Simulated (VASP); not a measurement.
Level of theory: PBE GGA, VASP's PBE PAW potentials (set 64) (plane waves; VASP).

VASP input:

**POSCAR**
```
GaN
3.1961230
  0.0000000000   0.7071067040   0.7071067040
  0.7071067040   0.0000000000   0.7071067040
  0.7071067040   0.7071067040   0.0000000000
Ga N
1 1
Cart
  0.0000000000   0.0000000000   0.0000000000
  0.3535533520   0.3535533520   0.3535533520
```

**INCAR**
```
ISIF  =  2
NELM  =  100   # most electronic steps
EDIFF  =  1E-6   # SCF stop (eV)
NBANDS  =  17
LCHARG  =  .FALSE.
GGA  =  PE   # PBE
ISMEAR  =  0
ALGO  =  Normal   # blocked Davidson
SIGMA  =  0.05   # width (eV)
LASPH  =  .TRUE.   # aspherical one-centre terms
PREC  =  Accurate
LWAVE  =  .FALSE.
LMAXMIX  =  4   # l cut-off of mixed one-centre charges
ENCUT  =  520
LREAL  =  .FALSE.   # projection in real space or not
SYSTEM  =  GaN
```

File KPOINTS:
```
Automatic
0
G
9 9 9
0 0 0
```

POTCAR, in this order: Ga_d N (PBE.64 set). Program: vasp_std.

The run wrote:

File OUTCAR:
```
 ion  position               nearest neighbor table
   1  0.000  0.000  0.000-   2 1.96   2 1.96   2 1.96   2 1.96
   2  0.250  0.250  0.250-   1 1.96   1 1.96   1 1.96   1 1.96
  LATTYP: Found a face centered cubic cell.
 ALAT       =     4.5200000000
 Subroutine PRICEL returns:
 Original cell was already a primitive cell.
 Subroutine GETGRP returns: Found 24 space group operations
The static configuration has the point symmetry T_d .
The dynamic configuration has the point symmetry T_d .
 Subroutine INISYM returns: Found 24 space group operations
 Subroutine IBZKPT returns following result:
 Found     35 irreducible k-points:

 Following reciprocal coordinates:
            Coordinates               Weight
  0.000000  0.000000  0.000000      1.000000
  0.111111  0.000000  0.000000      8.000000
  0.222222  0.000000  0.000000      8.000000
  0.333333  0.000000  0.000000      8.000000
  0.444444  0.000000  0.000000      8.000000
  0.111111  0.111111  0.000000      6.000000
  0.222222  0.111111  0.000000     24.000000
  0.333333  0.111111  0.000000     24.000000
  0.444444  0.111111  0.000000     24.000000
 -0.444444  0.111111  0.000000     24.000000
 -0.333333  0.111111  0.000000     24.000000
 -0.222222  0.111111  0.000000     24.000000
 -0.111111  0.111111  0.000000     12.000000
  0.222222  0.222222  0.000000      6.000000
  0.333333  0.222222  0.000000     24.000000
  0.444444  0.222222  0.000000     24.000000
 -0.444444  0.222222  0.000000     24.000000
 -0.333333  0.222222  0.000000     24.000000
 -0.222222  0.222222  0.000000     12.000000
  0.333333  0.333333  0.000000      6.000000
  0.444444  0.333333  0.000000     24.000000
 -0.444444  0.333333  0.000000     24.000000
 -0.333333  0.333333  0.000000     12.000000
  0.444444  0.444444  0.000000      6.000000
 -0.444444  0.444444  0.000000     12.000000
  0.333333  0.222222  0.111111     24.000000
  0.444444  0.222222  0.111111     48.000000
 -0.444444  0.222222  0.111111     48.000000
  0.444444  0.333333  0.111111     24.000000
 -0.444444  0.333333  0.111111     48.000000
 -0.333333  0.333333  0.111111     48.000000
 -0.222222  0.333333  0.111111     24.000000
 -0.444444  0.444444  0.111111     24.000000
 -0.333333  0.444444  0.111111     24.000000
 -0.333333  0.444444  0.222222     24.000000
   k-points           NKPTS =     35   k-points in BZ     NKDIM =     35   number of bands    NBANDS=     17
   number of dos      NEDOS =    301   number of ions     NIONS =      2
   total plane-waves  NPLWV =  13824
   dimension x,y,z NGX =    24 NGY =   24 NGZ =   24
   dimension x,y,z NGXF=    48 NGYF=   48 NGZF=   48
   ions per type =               1   1
   PREC   = accura    normal or accurate (medium, high low for compatibility)
   ISTART =      0    job   : 0-new  1-cont  2-samecut
   ICHARG =      2    charge: 1-file 2-atom 10-const
   ISPIN  =      1    spin polarized calculation?
   LNONCOLLINEAR =      F non collinear calculations
   LSORBIT =      F    spin-orbit coupling
   INIWAV =      1    electr: 0-lowe 1-rand  2-diag
   ENCUT  =  520.0 eV  38.22 Ry    6.18 a.u.   5.94  5.94  5.94*2*pi/ulx,y,z
   NELM   =    100;   NELMIN=  2; NELMDL= -5     # of ELM steps
   EDIFF  = 0.1E-05   stopping-criterion for ELM
   LREAL  =      F    real-space projection
   NLSPLINE    = F    spline interpolate recip. space projectors
   LMAXMIX     =    4 max onsite mixed and CHGCAR
   VOSKOWN=      0    Vosko Wilk Nusair interpolation
   EDIFFG = 0.1E-04   stopping-criterion for IOM
   NSW    =      0    number of steps for IOM
   NBLOCK =      1;   KBLOCK =      1    inner block; outer block
   IBRION =     -1    ionic relax: 0-MD 1-quasi-New 2-CG
...
```

### OSZICAR
```
       N       E                     dE             d eps       ncg     rms          rms(c)
DAV:   1     0.827632060832E+02    0.82763E+02   -0.91062E+03  1331   0.185E+03
DAV:   2    -0.771961032892E+01   -0.90483E+02   -0.83665E+02  1318   0.308E+02
DAV:   3    -0.140628887557E+02   -0.63433E+01   -0.62993E+01  1412   0.716E+01
DAV:   4    -0.141345354155E+02   -0.71647E-01   -0.71616E-01  1473   0.783E+00
DAV:   5    -0.141353918078E+02   -0.85639E-03   -0.85630E-03  1513   0.797E-01    0.769E+00
DAV:   6    -0.121516108403E+02    0.19838E+01   -0.46482E+00  1812   0.371E+01    0.270E+00
DAV:   7    -0.121575376960E+02   -0.59269E-02   -0.29522E-01  1275   0.615E+00    0.176E+00
DAV:   8    -0.121521072681E+02    0.54304E-02   -0.55200E-02  1353   0.281E+00    0.785E-01
DAV:   9    -0.121481779366E+02    0.39293E-02   -0.11776E-02  1738   0.229E+00    0.209E-01
DAV:  10    -0.121485346727E+02   -0.35674E-03   -0.11651E-03  1396   0.433E-01    0.979E-02
DAV:  11    -0.121484577060E+02    0.76967E-04   -0.19354E-04  1761   0.213E-01    0.875E-03
DAV:  12    -0.121484607858E+02   -0.30797E-05   -0.24538E-05  1333   0.399E-02    0.827E-03
DAV:  13    -0.121484605685E+02    0.21730E-06   -0.39978E-07   931   0.134E-02
   1 F= -.12148461E+02 E0= -.12148461E+02  d E =-.201183E-10
```

File OUTCAR:
```
------------------------ aborting loop because EDIFF is reached ----------------------------------------
  FORCE on cell =-STRESS in cart. coord.  units (eV):
  Direction    XX          YY          ZZ          XY          YZ          ZX
  --------------------------------------------------------------------------------------
  Total        0.4970528      0.4970528      0.4970528     -0.0000000      0.0000000      0.0000000
  in kB       34.4951302     34.4951302     34.4951302     -0.0000000      0.0000000      0.0000000
  external PRESSURE =      34.4951302 kB  Pullay stress =       0.0000000 kB
  volume of cell :       23.09
      direct lattice vectors                 reciprocal lattice vectors
     0.000000000  2.260000000  2.260000000    -0.221238938  0.221238938  0.221238938
     2.260000000  0.000000000  2.260000000     0.221238938 -0.221238938  0.221238938
     2.260000000  2.260000000  0.000000000     0.221238938  0.221238938 -0.221238938
  FREE ENERGIE OF THE ION-ELECTRON SYSTEM (eV)
  ---------------------------------------------------
  free  energy   TOTEN  =       -12.1484605685 eV

  energy  without entropy=      -12.1484605684  energy(sigma->0) =      -12.14846057
```
(Selected blocks of OUTCAR.)

The compound is GaN in the zinc blende structure, a metastable form; wurtzite is the usual one. The cell was not relaxed at this level. The run is one of a series of settings (NBANDS = 17 against the base run), some of them coarse on purpose.
